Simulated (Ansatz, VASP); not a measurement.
**PtC: VASP beside Ansatz**

Aim: how closely do two programs agree when they are given the same cell, functional and k mesh? The cell is generated by rule, not measured, and may not be a known phase. Of the first pair: The cell is taken from a series of runs on this material, whose earlier steps may have relaxed, scaled, displaced or heated it; both programs get it as it stands.

Method: plane waves, with VASP 6.6.1 beside it; relaxation of cell and atoms at PBE, in Ansatz 0.2.0.

## Step 1: The structure

It takes space group P6_3/mmc (No. 194, hexagonal). The conventional cell has a = 3.351 Å, b = 3.351 Å, c = 8.608 Å, α = 90.00°, β = 90.00°, γ = 120.00°. Nearest to Pt lie 3 C at 1.93 Å. Nearest to C lie 3 Pt at 1.93 Å. Farther neighbours are not listed.

Structure file:

```
Pt C
1.0
     3.35069    0.00000    0.00000
    -1.67535    2.90178    0.00000
     0.00000    0.00000    8.60812
Pt C
2 2
Direct
  0.33333 0.66667 0.25000
  0.66667 0.33333 0.75000
  0.66667 0.33333 0.25000
  0.33333 0.66667 0.75000
```

## Step 2: VASP: relaxation of cell and atoms, PBE, pair 1

The relaxed volume is the usual yardstick between codes: in a stiff, nearly cubic crystal its relative difference is about their pressure difference at one cell divided by the bulk modulus.

Lines of VASP's logs that name or quote its potential files are left out, and so is its time.

Contents of INCAR:

```
SYSTEM = PtC
PREC = Accurate
ENCUT = 600
EDIFF = 1E-07
NELM = 120
ISMEAR = 0
SIGMA = 0.1
LREAL = .FALSE.
ALGO = Normal
GGA = PE
NBANDS = 20
LASPH = .TRUE.
LORBIT = 11
LWAVE = .FALSE.
LCHARG = .FALSE.
ISIF = 3
IBRION = 2
NSW = 80
EDIFFG = -0.005
GGA_COMPAT = .FALSE.
NELMIN = 4
KPAR = 2
```

Contents of POSCAR:

```
PtC
1.0
    3.3506910000      0.0000000000      0.0000000000
   -1.6753450000      2.9017830000      0.0000000000
    0.0000000000      0.0000000000      8.6081190000
Pt C
2 2
Direct
    0.3333331344      0.6666665672      0.2500000000
    0.6666664678      0.3333332338      0.7500000000
    0.6666664678      0.3333332338      0.2500000000
    0.3333331344      0.6666665672      0.7500000000
```

Contents of KPOINTS:

```
Automatic mesh
0
Gamma
15 15 6
0 0 0
```

The projector-augmented-wave data sets are Pt and C (PBE family, release 64).

Launch:

```console
> mpirun -np 2 vasp_std
```

Numbers of over 12 decimals in the logs are rounded to 6 here.

The program printed:

```text
[banner, memory and clock lines left out]
running    2 mpi-ranks, on    1 nodes
 distrk:  each k-point on    1 cores,    2 groups
 distr:  one band on    1 cores,    1 groups

 POSCAR found type information on POSCAR PtC
 POSCAR found :  2 types and       4 ions
 LDA part: xc-table for (Slater+PW92), standard interpolation
 POSCAR, INCAR and KPOINTS ok, starting setup
 FFT: planning ... GRIDC
 FFT: planning ... GRID_SOFT
 FFT: planning ... GRID
 WAVECAR not read
 entering main loop
       N       E                     dE             d eps       ncg     rms          rms(c)
DAV:   1     0.161840197085E+03    0.16184E+03   -0.14468E+04  4320   0.140E+03
DAV:   2    -0.192510277833E+02   -0.18109E+03   -0.17228E+03  5212   0.266E+02
DAV:   3    -0.298438802359E+02   -0.10593E+02   -0.10282E+02  5220   0.626E+01
DAV:   4    -0.300798113213E+02   -0.23593E+00   -0.23537E+00  5012   0.997E+00
DAV:   5    -0.300845976920E+02   -0.47864E-02   -0.47855E-02  5264   0.141E+00    0.304E+01
DAV:   6    -0.266005204932E+02    0.34841E+01   -0.22158E+01  4816   0.388E+01    0.116E+01
DAV:   7    -0.258421863661E+02    0.75833E+00   -0.45662E+00  4352   0.187E+01    0.744E+00
DAV:   8    -0.257560403735E+02    0.86146E-01   -0.27960E-01  4788   0.413E+00    0.187E+00
DAV:   9    -0.257406851199E+02    0.15355E-01   -0.40619E-02  4796   0.167E+00    0.273E-01
DAV:  10    -0.257410399943E+02   -0.35487E-03   -0.55073E-03  4816   0.505E-01    0.783E-02
DAV:  11    -0.257410202405E+02    0.19754E-04   -0.54607E-04  4684   0.198E-01    0.407E-02
DAV:  12    -0.257409998514E+02    0.20389E-04   -0.60932E-05  4936   0.669E-02    0.845E-03
DAV:  13    -0.257410022512E+02   -0.23998E-05   -0.98200E-06  4700   0.191E-02    0.463E-03
DAV:  14    -0.257410023980E+02   -0.14681E-06   -0.15630E-06  4920   0.693E-03    0.125E-03
DAV:  15    -0.257410025624E+02   -0.16435E-06   -0.20832E-07  3740   0.342E-03    0.693E-04
DAV:  16    -0.257410025612E+02    0.11744E-08   -0.54506E-08  3108   0.173E-03
   1 F= -.25741003E+02 E0= -.25734738E+02  d E =-.257410E+02
 curvature:   0.00 expect dE= 0.000E+00 dE for cont linesearch  0.000E+00
 trial: gam= 0.00000 g(F)=  0.155E-41 g(S)=  0.149E-02 ort = 0.000E+00 (trialstep = 0.100E+01)
 search vector abs. value=  0.149E-02
 bond charge predicted
       N       E                     dE             d eps       ncg     rms          rms(c)
DAV:   1    -0.257490709884E+02   -0.80684E-02   -0.19694E-01  4364   0.363E+00    0.711E-01
DAV:   2    -0.257415374859E+02    0.75335E-02   -0.31144E-02  4408   0.168E+00    0.299E-01
DAV:   3    -0.257403298268E+02    0.12077E-02   -0.24490E-03  4692   0.433E-01    0.185E-01
DAV:   4    -0.257400894661E+02    0.24036E-03   -0.13421E-03  4628   0.215E-01    0.513E-02
DAV:   5    -0.257400662426E+02    0.23224E-04   -0.17094E-04  4724   0.781E-02    0.248E-02
DAV:   6    -0.257400585089E+02    0.77337E-05   -0.26402E-05  4640   0.385E-02    0.415E-03
DAV:   7    -0.257400586485E+02   -0.13963E-06   -0.21639E-06  5064   0.873E-03    0.261E-03
DAV:   8    -0.257400586568E+02   -0.82653E-08   -0.10205E-07  2956   0.224E-03
   2 F= -.25740059E+02 E0= -.25734075E+02  d E =0.943904E-03
 trial-energy change:    0.000944  1 .order    0.000917   -0.001493    0.003328
 step:   0.3027(harm=  0.3097)  dis= 0.00000  next Energy=   -25.741228 (dE=-0.225E-03)
 bond charge predicted
       N       E                     dE             d eps       ncg     rms          rms(c)
DAV:   1    -0.257455602547E+02   -0.55016E-02   -0.95597E-02  4352   0.253E+00    0.503E-01
DAV:   2    -0.257419066398E+02    0.36536E-02   -0.14911E-02  4404   0.116E+00    0.202E-01
DAV:   3    -0.257413408190E+02    0.56582E-03   -0.11650E-03  4684   0.299E-01    0.125E-01
DAV:   4    -0.257412394488E+02    0.10137E-03   -0.63831E-04  4660   0.149E-01    0.354E-02
DAV:   5    -0.257412266160E+02    0.12833E-04   -0.79900E-05  4708   0.540E-02    0.167E-02
DAV:   6    -0.257412250382E+02    0.15778E-05   -0.12851E-05  4608   0.270E-02    0.291E-03
DAV:   7    -0.257412252033E+02   -0.16509E-06   -0.92712E-07  5008   0.583E-03    0.188E-03
DAV:   8    -0.257412253049E+02   -0.10161E-06   -0.50921E-08  2684   0.157E-03    0.378E-04
DAV:   9    -0.257412252791E+02    0.25865E-07   -0.77735E-09  2260   0.554E-04
   3 F= -.25741225E+02 E0= -.25735044E+02  d E =-.222718E-03
 curvature:  -0.15 expect dE=-0.593E-06 dE for cont linesearch -0.468E-07
 trial: gam=-0.01167 g(F)=  0.192E-41 g(S)=  0.383E-05 ort = 0.212E-04 (trialstep = 0.861E+00)
 search vector abs. value=  0.354E-05
 reached required accuracy - stopping structural energy minimisation
```

Parts of OUTCAR (step 2):

```text
ion  position               nearest neighbor table
   1  0.333  0.667  0.250-   3 1.93   3 1.93   3 1.93
   2  0.667  0.333  0.750-   4 1.93   4 1.93   4 1.93
   3  0.667  0.333  0.250-   1 1.93   1 1.93   1 1.93
   4  0.333  0.667  0.750-   2 1.93   2 1.93   2 1.93

  LATTYP: Found a hexagonal cell.
 ALAT       =     3.3506910000
 C/A-ratio  =     2.5690578451

 Subroutine GETGRP returns: Found 24 space group operations
 (whereof 12 operations were pure point group operations)

The static configuration has the point symmetry D_3d.
 The point group associated with its full space group is D_6h.

 Found    108 irreducible k-points:

   k-points           NKPTS =    108   k-points in BZ     NKDIM =    108   number of bands    NBANDS=     20

   dimension x,y,z NGX =    28 NGY =   28 NGZ =   70
   dimension x,y,z NGXF=    56 NGYF=   56 NGZF=  140

   ENCUT  =  600.0 eV  44.10 Ry    6.64 a.u.   6.69  6.69 17.19*2*pi/ulx,y,z

   NELECT =      28.0000    total number of electrons

 k-points in reciprocal lattice and weights: Automatic mesh
   0.00000000  0.00000000  0.00000000       0.001
   0.06666667  0.00000000  0.00000000       0.004
   0.13333333  0.00000000  0.00000000       0.004
   0.20000000  0.00000000  0.00000000       0.004
   0.26666667  0.00000000  0.00000000       0.004
   0.33333333 -0.00000000  0.00000000       0.004
   0.40000000  0.00000000  0.00000000       0.004
   0.46666667 -0.00000000  0.00000000       0.004
   0.06666667  0.06666667  0.00000000       0.004
[...]
0.33333333  0.26666667  0.50000000       0.009
   0.33333333  0.33333333  0.50000000       0.001

 average (electrostatic) potential at core
       1 -72.0160       2 -72.0160       3 -53.1440       4 -53.1440

 E-fermi :   3.2206

 k-point     1 :       0.0000    0.0000    0.0000
  band No.  band energies     occupation
    ...
     10       0.2462      2.00000
     11       0.2703      2.00000
     12       0.2703      2.00000
     13       0.6689      2.00000
     14       1.0643      2.00000
     15       7.3162      0.00000
     16       8.3341      0.00000
     17       8.4347      0.00000
     18       8.9366      0.00000
     19       8.9376      0.00000
    ...

 k-point     2 :       0.0667    0.0000    0.0000
  band No.  band energies     occupation
    ...
     10       0.2332      2.00000
     11       0.2597      2.00000
     12       0.6772      2.00000
     13       0.8044      2.00000
     14       1.4836      2.00000
     15       7.3726      0.00000
     16       8.2036      0.00000
     17       8.4387      0.00000
     18       8.6633      0.00000
     19       8.6859      0.00000
    ...

 k-point     3 :       0.1333    0.0000    0.0000
  band No.  band energies     occupation
    ...
     10       0.1971      2.00000
     11       0.2296      2.00000
     12       0.6987      2.00000
     13       1.4943      2.00000
     14       2.1816      2.00000
     15       7.1668      0.00000
     16       7.3301      0.00000
     17       8.0119      0.00000
     18       8.0557      0.00000
     19       8.2059      0.00000
    ...

  Total        0.0030541      0.0030541     -0.0172940      0.0000000      0.0000000      0.0000000
  in kB        0.0583604      0.0583604     -0.3304704      0.0000000      0.0000000      0.0000000
  external PRESSURE =      -0.0712498 kB  Pullay stress =       0.0000000 kB

  energy-cutoff  :      600.00
  volume of cell :       83.84
      direct lattice vectors                 reciprocal lattice vectors
     3.353731655  0.000000001  0.000000000     0.298175317  0.172151579 -0.000000000
    -1.676865327  2.904416283 -0.000000000    -0.000000000  0.344303262 -0.000000000
     0.000000000  0.000000000  8.607677047    -0.000000000  0.000000000  0.116175362

 POSITION                                       TOTAL-FORCE (eV/Angst)
 -----------------------------------------------------------------------------------
     -0.00000      1.93628      2.15192        -0.000000      0.000000      0.000000
      1.67687      0.96814      6.45576         0.000000     -0.000000      0.000000
      1.67687      0.96814      2.15192        -0.000000     -0.000000      0.000000
     -0.00000      1.93628      6.45576         0.000000      0.000000      0.000000
 -----------------------------------------------------------------------------------
    total drift:                                0.000422      0.000244     -0.000001

  FREE ENERGIE OF THE ION-ELECTRON SYSTEM (eV)
  ---------------------------------------------------
  free  energy   TOTEN  =       -25.7412252791 eV

  energy  without entropy=      -25.7288625131  energy(sigma->0) =      -25.73504390

 reached required accuracy - stopping structural energy minimisation

 total charge
# of ion       s       p       d       tot
------------------------------------------
    1        0.876   0.663   8.055   9.595
    2        0.876   0.663   8.055   9.595
    3        0.913   1.400   0.000   2.312
    4        0.913   1.400   0.000   2.312
--------------------------------------------------
tot          3.578   4.125  16.110  23.814

[... 3 further parts left out ...]
```

The run keeps the 24 symmetry operations of its start, so it cannot find a distortion of lower symmetry.

## Step 3: Ansatz: relaxation of cell and atoms, PBE, pair 1

Ansatz runs on its default PAW (the set named soft_2) files.

The same cell, functional, mesh and smearing now go to Ansatz, which takes its cutoff from its data sets.

Contents of input.yaml:

```yaml
crystal:
  lattice:
    - [3.3506907283, 0.0, 0.0]
    - [-1.6753453642, 2.901783291, 0.0]
    - [0.0, 0.0, 8.6081190421]
  atoms:
    - { symbol: Pt, position: [0.3333333333, 0.6666666667, 0.25] }
    - { symbol: Pt, position: [0.6666666667, 0.3333333333, 0.75] }
    - { symbol: C, position: [0.6666666667, 0.3333333333, 0.25] }
    - { symbol: C, position: [0.3333333333, 0.6666666667, 0.75] }
kpoints:
  mp_grid: { grid: [15, 15, 6] }
hamiltonian:
  xc: pbe
scf:
  occupations: { method: gaussian, width: 0.1 }
output:
  forces: true
  stress: true
  eigenvalues: true
relax:
  adjacent_minimum: "off"
  f_tol: 0.005
  max_steps: 80
  cell: { stress_tol: 0.05 }
```

Launch:

```console
> ansatz run input.yaml --threads 4 --pin off --max-ram 7168MiB --backend cpu --events-out ev --progress --plain --runs-dir out
```

The program printed:

```text
Engine: ansatz 0.2.0, x86_64-unknown-linux-gnu
Pseudopotentials: kind: paw
Pseudopotential: Pt, paw, valence charge 18, recommended cutoff 420 eV (normal), Pt.paw.azcp
Pseudopotential: C, paw, valence charge 4, recommended cutoff 420 eV (normal), C.paw.azcp
Functional definition: PBE
  parameter kappa = 0.804
  parameter beta = 0.066725
  exchange = pbe_x(kappa = kappa, mu = beta*pi^2/3)
  correlation = pbe_c(beta = beta)
Crystal: 4 atoms, lattice volume = 83.697 Å³
Basis set: ecut = 420 eV, 1685 PW (Γ), exchange–correlation on 48×48×120 points (8 copies of the dense FFT grid, shifted against one another)
Bands: 27, of which v1, the nominal top of the filled ones, is band 22 counted from 1 (21 counted from 0)
Symmetry: 24 space group operations
Space group: P63/mmc (ITA 194), of the structure as read, at distance tolerance 4.4e-5 Å
k-points: 108 of 1350
Non-local potential: Pt, projectors of the file, l = 0: 3, l = 1: 2, l = 2: 2, l = 3: 1
Non-local potential: C, projectors of the file, l = 0: 2, l = 1: 2, l = 2: 1
PAW form: soft (Blöchl's): semilocal exchange-correlation on the pseudo side does not see the compensation charge
PAW one-centre angular grid: Pt, 590 points (default); XC on 64 Gauss nodes
PAW one-centre angular grid: C, 110 points (default); XC on 64 Gauss nodes
Initial density: superposition of atomic densities (neutral atoms: chi_scale 0, normalization atom), corrected by the library's trained network
Initial wavefunctions: pseudopotential atomic-orbital guess
Functional: x = pbe(κ = 0.804, μ = 0.219515), c = pbe(β = 0.066725)
SCF iter   1: F=—  HF=-25543.070102 eV  |F-HF|=—  |Δ(HF+E_count)|=         —  Δρ=1.01e-2  dr2=8.24e-2  ethr=1.77e-3  ⟨swp⟩=5.6  Hψ=12032  notcnv=0
preconditioner: auto → LDOS  [metal: Δε(μ)=0.024 eV  Ē_g=7.958 eV  σ=0.100 eV  W_gap=0.13  n_scr=24 (ndim 8)  ℏωp=21.5 eV  f_vac=0.240  D(μ)=2.77/eV (n_scr^D=24)  β→1.0]
SCF iter   2: F=—  HF=-25543.052684 eV  |F-HF|=—  |Δ(HF+E_count)|=   1.74e-2  Δρ=3.41e-3  dr2=6.57e-3  ethr=1.87e-4  ⟨swp⟩=2.3  Hψ=5882  notcnv=0  defer=72
SCF iter   3: F=—  HF=-25543.051716 eV  |F-HF|=—  |Δ(HF+E_count)|=   9.67e-4  Δρ=5.99e-4  dr2=3.28e-4  ethr=1.49e-5  ⟨swp⟩=2.0  Hψ=4923  notcnv=0  defer=72
SCF iter   4: F=—  HF=-25543.051706 eV  |F-HF|=—  |Δ(HF+E_count)|=   1.06e-5  Δρ=1.50e-4  dr2=1.22e-5  ethr=7.46e-7  ⟨swp⟩=2.0  Hψ=4171  notcnv=0  defer=72
SCF iter   5: F=—  HF=-25543.051714 eV  |F-HF|=—  |Δ(HF+E_count)|=   8.54e-6  Δρ=2.26e-5  dr2=4.91e-7  ethr=2.77e-8  ⟨swp⟩=2.1  Hψ=4641  notcnv=0  defer=71
SCF iter   6: F=-25543.051715 eV  HF=-25543.051715 eV  |F-HF|=1.09e-8  |Δ(HF+E_count)|=   3.69e-7  Δρ=2.96e-6  dr2=4.09e-9  ethr=2.27e-10  ⟨swp⟩=8.7  Hψ=12322  notcnv=0
SCF 1 converged in 6 iterations: F = -25543.051715 eV  dr2 = 4.09e-9
  greatest PAW one-centre occupation: 1.000 electrons in one spin orbital (limit 2), on the Pt atom at site 1 (counted from 0), in its partial waves of l = 0
relax step   1: F+E_penalty+E_count = -25543.05171462 eV  Δ(F+E_penalty+E_count) = +0.000e0 eV  max|allowed force component| = 4.903e-16 eV/Å  Δτ_max = 0.0000 Å  P = -0.003 GPa  Ω = 83.697 Å³  (6 SCF iters, dr2 threshold 1.00e-7 eV, accepted)
Initial density: handed on by an earlier stage of this run
Initial wavefunctions: pseudopotential atomic-orbital guess (no wavefunctions were taken with the density)
iter 1 solved again at ethr=2.26e-7 eV; its pass at ethr=3.10e-3 eV (dr2=9.95e-5 eV) is discarded
SCF iter   1: F=—  HF=-25543.051705 eV  |F-HF|=—  |Δ(HF+E_count)|=         —  Δρ=3.40e-6  dr2=5.99e-9  ethr=2.26e-7  ⟨swp⟩=2.9  Hψ=18889  notcnv=0
eigensolver tolerance schedule: the retry pair's looser diagonalisation over-reported the residual by 16614.54 of it (diagonalisation noise at an unbounded share of the residual, at the tolerance the schedule requests for it); recorded, not acted on — ethr = c·dr2/N_el stays at c = 1.0e-1
preconditioner: auto → LDOS  [metal: Δε(μ)=0.007 eV  Ē_g=7.977 eV  σ=0.100 eV  W_gap=0.04  n_scr=24 (ndim 8)  ℏωp=21.5 eV  f_vac=0.235  D(μ)=2.65/eV (n_scr^D=24)  β→1.0]
SCF iter   2: F=—  HF=-25543.051715 eV  |F-HF|=—  |Δ(HF+E_count)|=   9.72e-6  Δρ=2.05e-6  dr2=2.01e-9  ethr=1.36e-11  ⟨swp⟩=4.0  Hψ=8192  notcnv=0
SCF iter   3: F=—  HF=-25543.051715 eV  |F-HF|=—  |Δ(HF+E_count)|=  1.46e-11  Δρ=4.92e-7  dr2=1.13e-10  ethr=4.57e-12  ⟨swp⟩=2.3  Hψ=5247  notcnv=0
SCF iter   4: F=-25543.051715 eV  HF=-25543.051715 eV  |F-HF|=1.82e-11  |Δ(HF+E_count)|=  1.42e-10  Δρ=1.70e-7  dr2=1.63e-11  ethr=1.00e-12  ⟨swp⟩=4.5  Hψ=9815  notcnv=0
SCF 2 converged in 4 iterations: F = -25543.051715 eV  dr2 = 1.63e-11
relax step   2: F+E_penalty+E_count = -25543.05171462 eV  Δ(F+E_penalty+E_count) = -1.215e-9 eV  max|allowed force component| = 3.886e-16 eV/Å  Δτ_max = 0.0000 Å  P = -0.003 GPa  Ω = 83.697 Å³  stress off target by 2.96e-2 GPa  SCF on the basis re-selected at this cell (its energy is not comparable with the rows above)  (4 SCF iters)
basis re-selected at this cell: Δ(F+E_penalty+E_count) = -1.215e-9 eV, ΔP = -0.000 GPa vs the last step (what re-selecting the basis moved, of the pressure what is left beyond the Pulay correction that the steps carried, after the strain that the cell walked since its last selection, with what the two solves' SCF thresholds leave and, on support functions, any second-order correction that the steps lacked; it is no m [...]
SCF converged after 4 iterations
Free energy (F): -25543.051715 eV
Harris-Foulkes:  -25543.051715 eV  (|F-HF|=1.82e-11)
Internal energy: -25543.038460 eV  (E = F + TS)
E sigma→0 (E₀):  -25543.045088 eV
Entropy (-TS):   -0.013254 eV (-3.314 meV/atom)
Fermi energy:    8.108734 eV
--- Per-component energies (eV) ---
  E_band       = -839.736551
  E_kinetic    = 1439.684110
  E_local      = -6246.007913  (includes V_loc(G=0)·N_el)
  E_nonlocal   = 451.951951
  E_hartree    = 2411.764404
  E_xc         = -615.034729
  E_vxc        = -718.121065  (∫ρ·V_xc dr)
  E_paw        = -19105.182811  (= ΣΔE_a)
  E_vpaw       = -590.773060  (= ΣTr[D̂ρ^β])
  E_aug_tail   = 0.000450  (compensation charges beyond the density's cutoff)
  E_ewald      = -3880.213922
  E_smearing   = -0.013254  (= −TS)
  E_closure    = -0.000000  (closes the sum)
  Σ components = -25543.051715   (vs F -25543.051715, Δ=0.00e0)
--- Forces (eV/Å), atoms counted from 1 ---
  atom   1  Pt     0.00000000     0.00000000     0.00000000
  atom   2  Pt    -0.00000000    -0.00000000     0.00000000
  atom   3  C      0.00000000     0.00000000     0.00000000
  atom   4  C     -0.00000000    -0.00000000     0.00000000
  max |Σ_I F_I| component: 7.40e-17 eV/Å
--- Stress (GPa, compression-positive) ---
       -0.019398      -0.000000       0.000000
       -0.000000      -0.019398       0.000000
        0.000000       0.000000       0.029629
  P = ⅓ Tr σ = -0.0031 GPa (-0.031 kbar)
--- Band table (eV; the first three rows and the last of 108) ---
  k-point 0: bands = [... 18 lower, 5.1066, 5.1066, 5.4952, 5.9182, 12.1883, 13.2143, 13.2738, 13.8664, ... 1 higher]
  k-point 1: bands = [... 18 lower, 5.1050, 5.1050, 5.5394, 5.8997, 12.2177, 12.9243, 13.6249, 13.8688, ... 1 higher]
  k-point 2: bands = [... 18 lower, 5.1006, 5.1006, 5.6413, 5.8432, 12.3063, 12.6615, 13.8747, 13.8747, ... 1 higher]
  k-point 107: bands = [... 18 lower, 4.6355, 4.6355, 6.0149, 6.0149, 7.2689, 7.2689, 10.4506, 10.4506, ... 1 higher]
--- Relaxed structure (1 steps of the walk, 1 accepted, 1 SCFs on fresh bases) ---
  F+E_penalty+E_count = -25543.05171462 eV   max|allowed force component| = 3.886e-16 eV/Å   (the final SCF, on the basis selected at the relaxed cell)
  cell:  # Å, volume = 83.6966 Å³
    - [3.350691, 2.886749525649818e-11, 0.0]
    - [-1.675345, 2.901783, 0.0]
    - [0.0, 0.0, 8.6081190421]
  atoms:
    - { symbol: Pt, position: [0.333333, 0.666667, 0.25] }
    - { symbol: Pt, position: [0.666667, 0.333333, 0.750000] }
    - { symbol: C, position: [0.666667, 0.333333, 0.25] }
    - { symbol: C, position: [0.333333, 0.666667, 0.750000] }
```

## Step 4: Side by side

Known differences besides the potentials themselves: the data sets hold 44 valence electrons in Ansatz (on its default PAW (the set named soft_2) files) and 28 in VASP; the cutoff is 420 eV in Ansatz and 600 eV in VASP; Ansatz adds a Pulay correction to the stress that steers its cell, VASP none. Total energies have different zeros and are not compared.

Compared:

```
                                         quantity  Ansatz   VASP  difference
                                      volume (Å³)   83.70  83.84     -0.18 %
edge a after relaxation, in the typed setting (Å)   3.351  3.354     -0.09 %
edge c after relaxation, in the typed setting (Å)   8.608  8.608     +0.00 %
```

[end of part 1 of 2]

[Lines on the potential files, build, host, timing and source positions are cut from VASP's logs without a mark.]

[Logs are printed without paths, hosts, clocks, repeated set-up lines and the standing remarks that a program may print on its own settings, such as how far it seeks lower states.]

[Hosts, paths, dates, database ids (printed as entryN), source tags and the programs' standing remarks are cut or masked in the printed files.]
